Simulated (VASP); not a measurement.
Here is the system:

```yaml
crystal:
  lattice:
    - [0.00000, 3.08570, 3.08570]
    - [3.08570, 0.00000, 3.08570]
    - [3.08570, 3.08570, 0.00000]
  atoms:
    - { symbol: Pb, position: [0.00000, 0.00000, 0.00000] }
    - { symbol: S, position: [0.50000, 0.50000, 0.50000] }
```

The numbers are results of vdW-DF2, VASP's PBE PAW potentials (set 64) (plane waves; VASP), not measurements. Run with 520 eV cut-off, 8×8×8 Γ-centred mesh, tetrahedra with Blöchl corrections, potentials Pb_d S.

Unless said otherwise, spin-orbit coupling is left out, though it shifts the bands of the heavy elements here.

Question: Predict the energy per atom (σ→0), band gap (on the k-mesh) with the smallest direct gap where there is one.

Answer: 
```
Property                                     Result
-----------------------------------  --------------
band gap (on the k-mesh)                    0.77 eV
smallest direct gap (on the k-mesh)         0.77 eV
energy per atom (σ→0)                -1.935 eV/atom
```

Total energies compare only between runs with the same potentials, cut-off and functional.

The compound is PbS in the rock salt structure. It was relaxed first, which changed the volume by +12 %.
